### Question

Rock-salt tantalum nitride was relaxed with six density functionals, and the cell volume came out different each time. "Volume change" counts against the cell supplied at the start, and "relaxed length a" is the edge of the primitive cell.

Plane-wave DFT relaxations of cell and atoms with VASP 6.6.1 for rock-salt TaN (two-atom primitive cell), using PAW potentials, a 600 eV cutoff, a 14 × 14 × 14 k-point mesh and Methfessel–Paxton smearing of 0.1 eV. Spin polarisation, spin–orbit coupling and dispersion corrections are not included.

| functional | potentials | volume change (%) | relaxed length a (Å) |
| --- | --- | --- | --- |
| LDA | VASP-PAW-LDA-potentials,-recommended | -4.440 | 3.080 |
| PBE | VASP-PAW-PBE-potentials,-recommended | -0.180 | 3.125 |
| PBEsol | VASP-PAW-PBE-potentials,-recommended | -2.910 | 3.097 |
| RPBE | VASP-PAW-PBE-potentials,-recommended | 1.270 | 3.140 |
| r2SCAN | VASP-PAW-PBE-potentials,-recommended | -1.220 | 3.115 |
| AM05 | VASP-PAW-PBE-potentials,-recommended | -3.450 | 3.091 |

Three explanations are offered for the order of the volumes.

- **A.** The cell grows with the rung of the functional: LDA first, then the gradient-corrected functionals (GGAs: AM05, PBEsol, PBE, RPBE), then the meta-GGA r2SCAN.
- **B.** The gradient term in exchange sets the size, and correlation can be ignored.
- **C.** The gradient terms of exchange and correlation set the size together.

A GGA looks at the reduced gradient s, which tells how fast the electron density changes over an electron's own wavelength. The enhancement factor F(s) multiplies the exchange energy of a uniform electron gas. Its slope measures how strongly a functional favours uneven density. For PBE and PBEsol the exchange slope is 2μs/(1 + μs²/κ)², where κ is about 0.80 and μ is about 0.22 for PBE and 0.12 for PBEsol. The slopes below hold at s = 0.8 and at the mean density of the 16 treated electrons in the PBE cell; LDA has no gradient terms, so its slopes are zero. The correlation slope describes the gradient term of correlation in the same unit, the exchange energy of the uniform gas.

| Functional | exchange slope | correlation slope |
|---|---|---|
| PBEsol | 0.16 | −0.10 |
| PBE | 0.25 | −0.11 |
| RPBE | 0.29 | −0.11 |

(a) Does the table support A? (b) Why should a steeper slope give a larger cell, and which two rows test this most cleanly? (c) Decide between B and C by estimating the PBEsol volume from those of LDA and PBE.

### Model answer

**(a)** No. The GGAs alone spread over 4.72 percentage points of volume, more than the 3.22 points between LDA and r2SCAN. The meta-GGA, which should give the largest cell, lies between two GGAs, PBEsol and PBE. Explanation A is tempting because LDA does give the smallest cell, but the rung does not order the rest.

**(b)** When the crystal expands, the density near each nucleus is expected to keep its shape, while the overlap between tantalum and nitrogen thins out. Stretching the whole density evenly would leave s unchanged, because the wavelength and the distance over which the density varies would grow together. What is expected to raise s is the loss of the overlap that had smoothed the density between the atoms. With a steep slope this rise lowers the energy, and the lowering acts like an outward pressure. The crystal gives way until its own stiffness balances the push. A small push gives an expansion proportional to it, and the simple model used here takes the push to be proportional to the slope.

PBE and RPBE make the cleanest pair. They share the correlation part, the atomic datasets and the exchange coefficient for small s; they differ only in how exchange continues to rise at larger s. At the moderate s expected to matter most in a solid, RPBE rises more steeply, and its cell is larger by 1.45 points. The form of exchange therefore does move the volume, and it does so through regions where s is not small.

**(c)** Take the step from LDA to PBE as the scale: 4.26 points. With exchange alone, PBEsol should cover 0.16/0.25 = 0.64 of it. That puts the volume change at −4.44 + 0.64 × 4.26 = −1.7%, whereas the full calculation gives −2.9%.

Now add correlation. Its gradient term has the opposite sign, because uneven density weakens correlation. The net slopes are 0.16 − 0.10 = 0.06 for PBEsol and 0.25 − 0.11 = 0.14 for PBE, so PBEsol should cover 0.06/0.14 = 0.43 of the step. The estimate becomes −4.44 + 0.43 × 4.26 = −2.6%, much closer to the calculated value.

In this model the reason is a cancellation. At this s, PBEsol lowers the exchange slope a good deal and the correlation slope only a little, so the difference between them shrinks by a larger fraction than either term does. That would explain why PBEsol lies nearer to LDA than its exchange part suggests. Explanation C is the best of the three.

### Remarks on the reasoning

The verdict against B does not hang on the choice s = 0.8. As long as the expansion is proportional to the slope, exchange alone would carry PBEsol at least 56% of the way from LDA to PBE at any s, and the table has it at 36%. A loophole remains: only LDA was run with LDA datasets, so the scale mixes a change of functional with a change of dataset. To rescue B, a common dataset would have to lower the LDA volume by about 2 points or more. That seems a lot for a dataset effect, but no LDA run with PBE datasets is at hand to settle it.

Explanation C is supported, not proved. LDA and PBE fix its scale, so only PBEsol and RPBE test it, and s = 0.8 was chosen because it suits both. A smaller s improves the PBEsol estimate at first but worsens that for RPBE, and a larger s at first does the reverse; the printed output after this text shows the estimates for three values. At small s the scale itself fails, because PBE is built so that its two gradient terms cancel to lowest order in s. A real crystal contains a whole range of gradients and densities, which one value of each cannot represent.

The model leaves two rows unexplained. AM05 builds its gradient terms from different formulas, and r2SCAN also uses the kinetic-energy density of the electrons. Their places in the order are results of the calculation, for which no slope was worked out here.

A spring under a small extra load is a useful picture: the functional supplies the load and the crystal the stiffness. The energies of the RPBE relaxation give a bulk modulus of roughly 320 GPa, so the step from LDA to PBE amounts to a pressure of about 0.043 × 320 ≈ 14 GPa. A given small load would swell a softer crystal by a larger percentage. The picture holds only for small changes, and the load itself differs from one material to another. Whether other nitrides follow the same order was not tested here.

For practical work, the choice of functional, together with the datasets used for it, moves the cubic cell edge from 4.356 to 4.441 Å, about 2%. Strains or lattice mismatches should therefore be taken between cells relaxed with the same functional. The tiny change found with PBE is no mark of accuracy: it means that the supplied cell was already close to PBE's own minimum.

The analysis program printed:

```
Cell by functional:
     row  volume change in %  cubic edge in angstrom  volume change above LDA in points
     LDA               -4.44                   4.356                                  0
     PBE               -0.18                   4.419                               4.26
  PBEsol               -2.91                    4.38                               1.53
    RPBE                1.27                   4.441                               5.71
  r2SCAN               -1.22                   4.405                               3.22
    AM05               -3.45                   4.371                               0.99
Spread of the four GGA rows, all with PBE datasets, in points: 4.72
RPBE above PBE in points: 1.45
Rough bulk modulus from the RPBE run in GPa: 317.4
Volume error from the largest residual pressure in %: 0.04569
Computed way from LDA to PBE covered by PBEsol in %: 35.92
Least share for PBEsol by exchange alone at any s in %: 56.26
Least downward shift of LDA that would rescue exchange alone in points: 1.982
PBEsol volume change by exchange alone at s 0.8 in %: -1.698
RPBE volume change by exchange alone at s 0.8 in %: 0.4963
Exchange and correlation together, predicted volume change in % (only PBEsol and RPBE are predictions):
     row   s 0.6   s 0.8   s 1.0
     LDA   -4.44   -4.44   -4.44
     PBE   -0.18   -0.18   -0.18
  PBEsol  -3.239  -2.646  -2.222
    RPBE  0.7905   1.032   1.295
  r2SCAN   -1.22   -1.22   -1.22
    AM05   -3.45   -3.45   -3.45
```
